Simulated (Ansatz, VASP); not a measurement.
# Ba7Si17O41 (glassy 71SiO2-29BaO (mol %)) in two plane-wave programs, part 3 of 3

Aim: how closely do two programs agree when they are given the same cell, functional and k mesh? Of the first pair: The structure shown is the start of the Ansatz relaxation below; VASP solves that cell, so the two are compared at the walk's first step.

VASP 6.6.1 and Ansatz 0.2.0.

So far. Step 4 (Side by side): The forces differ by 39 meV/Å r.m.s., which is 2.9 % of the r.m.s. force of 1.349 eV/Å (both taken over all components).

## (6) VASP: single point, PBE, relaxed cell, pair 2

Level of this step: PBE; plane waves and PAW (Si, Ba_sv, O) (VASP).

The same cell, functional and mesh now go to VASP, with its own data sets.

File INCAR:

```
SYSTEM = Ba7Si17O41
PREC = Accurate
ENCUT = 600
EDIFF = 1E-06
NELM = 120
ISMEAR = 0
SIGMA = 0.01
LREAL = Auto
ALGO = Normal
GGA = PE
NBANDS = 240
LORBIT = 11
LWAVE = .FALSE.
LCHARG = .FALSE.
ISIF = 2
LASPH = .TRUE.
GGA_COMPAT = .FALSE.
EFERMI = MIDGAP
NCORE = 2
```

File POSCAR:

```
Ba7Si17O41
1.0
   10.3408390000      0.2645220000      0.2295540000
    0.2645220000     10.2618490000      0.1674460000
    0.2295540000      0.1674460000      9.9186930000
Si Ba O
17 7 41
Direct
    0.0982500000      0.9988000000      0.4398200000
    0.4596400000      0.2066600000      0.2973100000
    0.2255300000      0.2355500000      0.5083300000
    0.0407700000      0.4776500000      0.5355200000
    0.5552600000      0.7164000000      0.2267500000
    0.9742300000      0.0486600000      0.9007200000
    0.9186100000      0.3444500000      0.3225100000
    0.2947400000      0.8418900000      0.6371200000
    0.3076500000      0.2408400000      0.0300900000
    0.7375100000      0.4855200000      0.1328000000
    0.7266500000      0.2157400000      0.9636300000
    0.3124300000      0.7594500000      0.0763800000
    0.1573700000      0.0096500000      0.1218700000
    0.5761500000      0.7070300000      0.5493700000
    0.8226300000      0.0592000000      0.4095400000
    0.2631900000      0.1069500000      0.7806300000
    0.6482600000      0.9938400000      0.1909500000
    0.9523400000      0.7300900000      0.2243700000
    0.3655200000      0.5436500000      0.7947800000
    0.6293300000      0.9758100000      0.7505100000
    0.6704300000      0.3446000000      0.5634200000
    0.2713800000      0.4882900000      0.2534800000
    0.0135900000      0.4076900000      0.9492700000
    0.9575700000      0.7533600000      0.6676700000
    0.7191300000      0.0900700000      0.5282700000
    0.2820000000      0.9208000000      0.0702100000
    0.2169200000      0.7296600000      0.7130100000
    0.8886300000      0.1842800000      0.9449900000
    0.6185100000      0.8455000000      0.1466800000
    0.8937300000      0.9538800000      0.8179500000
    0.6762900000      0.0864600000      0.0558200000
    0.0195800000      0.4964900000      0.6956400000
    0.9277600000      0.3819500000      0.4844100000
    0.2877500000      0.2147500000      0.6565600000
    0.5275600000      0.3201100000      0.3646800000
    0.0425700000      0.6112300000      0.4439100000
    0.4413700000      0.8051100000      0.5770700000
    0.4034000000      0.7126600000      0.9522700000
    0.6610400000      0.2239300000      0.8214500000
    0.1779300000      0.6861200000      0.1124400000
    0.3198000000      0.1871200000      0.3834300000
    0.1974000000      0.9006400000      0.5182300000
    0.5303500000      0.0601200000      0.2834900000
    0.6041200000      0.5780400000      0.1569800000
    0.8490800000      0.5716700000      0.0615100000
    0.1245600000      0.9764000000      0.2801800000
    0.0390500000      0.3843000000      0.2272500000
    0.2609100000      0.3872200000      0.9874800000
    0.1082600000      0.1083300000      0.8237300000
    0.1831000000      0.3911300000      0.4975900000
    0.6013600000      0.7128100000      0.3810600000
    0.3973500000      0.7275000000      0.2197700000
    0.4180000000      0.2498100000      0.1410900000
    0.3235000000      0.9668500000      0.7328700000
    0.9463500000      0.9597800000      0.4659600000
    0.0268400000      0.9763900000      0.0427500000
    0.5434100000      0.5617200000      0.6037200000
    0.8821800000      0.1889700000      0.3310500000
    0.3553000000      0.1539300000      0.8980100000
    0.7835100000      0.4295200000      0.2827300000
    0.1843100000      0.1635000000      0.0997700000
    0.7765100000      0.9718200000      0.2829300000
    0.1019200000      0.1447900000      0.4986400000
    0.7146400000      0.3550500000      0.0433400000
    0.6970500000      0.7681300000      0.6186500000
```

File KPOINTS:

```
Automatic mesh
0
Gamma
1 1 1
0 0 0
```

PAW data sets: Si, Ba_sv and O (PBE family, release 64).

Started as:

```sh
mpirun -np 8 vasp_gam
```

Numbers of over 12 decimals in the logs are rounded to 6 here.

The program printed:

```text
[... set-up lines as in an earlier step ...]
 entering main loop
       N       E                     dE             d eps       ncg     rms          rms(c)
DAV:   1     0.396796019567E+04    0.39680E+04   -0.23819E+05   480   0.174E+03
DAV:   2    -0.186621107937E+03   -0.41546E+04   -0.40054E+04   608   0.386E+02
DAV:   3    -0.551459800890E+03   -0.36484E+03   -0.36256E+03   560   0.123E+02
DAV:   4    -0.563469300087E+03   -0.12009E+02   -0.11975E+02   616   0.211E+01
[...]
DAV:  16    -0.492033050564E+03    0.11456E-04   -0.78525E-05   600   0.291E-02    0.129E-02
DAV:  17    -0.492033051207E+03   -0.64298E-06   -0.49734E-05   568   0.174E-02    0.931E-03
DAV:  18    -0.492033050559E+03    0.64819E-06   -0.60357E-06   504   0.615E-03
   1 F= -.49203305E+03 E0= -.49203305E+03  d E =0.000000E+00
```

From OUTCAR (step 6):

```text
  Total        2.1166282      3.1049851      2.4568862     -0.1495874      0.4559588      0.0232081
  in kB        3.2265655      4.7332063      3.7452512     -0.2280294      0.6950587      0.0353782
  external PRESSURE =       3.9016743 kB  Pullay stress =       0.0000000 kB

 POSITION                                       TOTAL-FORCE (eV/Angst)
 -----------------------------------------------------------------------------------
      1.38115     10.34917      4.55224         0.015065     -0.015789     -0.033748
      4.87598      2.29208      3.08904        -0.020446     -0.063771     -0.029517
      2.51117      2.56195      5.13318         0.011501      0.041074     -0.001903
      0.67088      5.00203      5.40100         0.054257     -0.053153      0.002381
      5.98341      7.53644      2.49648         0.010611      0.001887     -0.020681
     10.29399      0.90787      9.16575         0.004148      0.026035      0.008946
      9.66435      3.83169      3.46743        -0.014282     -0.040559      0.002096
      3.41681      8.82400      6.52803         0.038288      0.017387     -0.037470
      3.25197      2.55788      0.40940         0.044140     -0.017543      0.009095
      7.78539      5.19966      1.56780        -0.055312     -0.028373     -0.033392
      7.79244      2.56746      9.76088         0.005771     -0.001141      0.054789
      3.44921      7.88880      0.95648        -0.011477      0.048685      0.039490
      1.65787      0.16106      1.24653        -0.030150     -0.019733      0.030667
      6.27101      7.49983      5.69968        -0.007594      0.013017     -0.021272
[...]
-----------------------------------------------------------------------------------
    total drift:                               -0.004293     -0.012250     -0.018393

  FREE ENERGIE OF THE ION-ELECTRON SYSTEM (eV)
  ---------------------------------------------------
  free  energy   TOTEN  =      -492.0330505589 eV

  energy  without entropy=     -492.0330505589  energy(sigma->0) =     -492.03305056

[... 1 part as in an earlier step ...]

[... 2 further parts left out ...]
[key lines of the parts left out:]
E-fermi :   3.2621
```

The run ends at a pressure of 0.39 GPa, with forces up to 0.27 eV/Å.

## (7) Side by side

What differs besides the data sets and the points named for the pairs above, as far as they apply: the cutoff is 420 eV in Ansatz and 600 eV in VASP (PREC = Accurate, projectors in real space). Total energies have different zeros and are not compared.

Compared:

| quantity | Ansatz | VASP | difference |
| --- | --- | --- | --- |
| pressure (GPa) | 0.00 | 0.39 | -0.39 |
| gap on the k mesh (eV) | 4.019 | 3.988 | +0.031 |

Forces on 7 of the 65 atoms, those with the largest forces and the largest differences (eV/Å; atoms numbered as in POSCAR):

| atom | Ansatz x, y, z | VASP x, y, z |
| --- | --- | --- |
| Ba18 | 0.013, -0.004, -0.014 | -0.098, 0.117, 0.027 |
| Ba19 | 0.003, 0.003, 0.001 | -0.010, -0.257, -0.071 |
| Ba20 | 0.017, -0.012, 0.003 | -0.100, -0.024, 0.132 |
| Ba21 | -0.005, 0.007, 0.006 | 0.103, 0.026, 0.100 |
| Ba22 | -0.010, 0.000, 0.007 | 0.103, -0.045, 0.075 |
| O38 | 0.001, -0.006, 0.000 | 0.096, 0.136, 0.092 |
| O40 | 0.015, -0.002, -0.001 | 0.045, 0.056, -0.108 |

The forces differ by 42 meV/Å r.m.s., where the r.m.s. force is 0.008 eV/Å in Ansatz and 0.042 eV/Å in VASP: the atoms lie near their places of rest in Ansatz, so a percentage would say little (all taken over all components). A gap on the mesh is an upper bound, since the band edges may lie between its points.

## (8) What came out

- r.m.s. force difference (single point, PBE, start cell, pair 1): 2.9 % of the r.m.s. force
- r.m.s. force difference (single point, PBE, relaxed cell, pair 2): 42 meV/Å

The r.m.s. force difference is 42 meV/Å (single point, PBE, relaxed cell, pair 2), beyond the 12 meV/Å picked in this series as the mark of a large difference. What causes the difference of the single point, PBE, relaxed cell, pair 2 pair stays open here. Such differences can come from data sets, numerical settings and the points named under the comparisons, not from the functional's error against experiment.

[Lines on the potential files, build, host, timing and source positions are cut from VASP's logs without a mark.]

[Logs are printed without paths, hosts, clocks, repeated set-up lines and the standing remarks that a program may print on its own settings, such as how far it seeks lower states.]

[Hosts, paths, dates, database ids (printed as entryN), source tags and the programs' standing remarks are cut or masked in the printed files.]
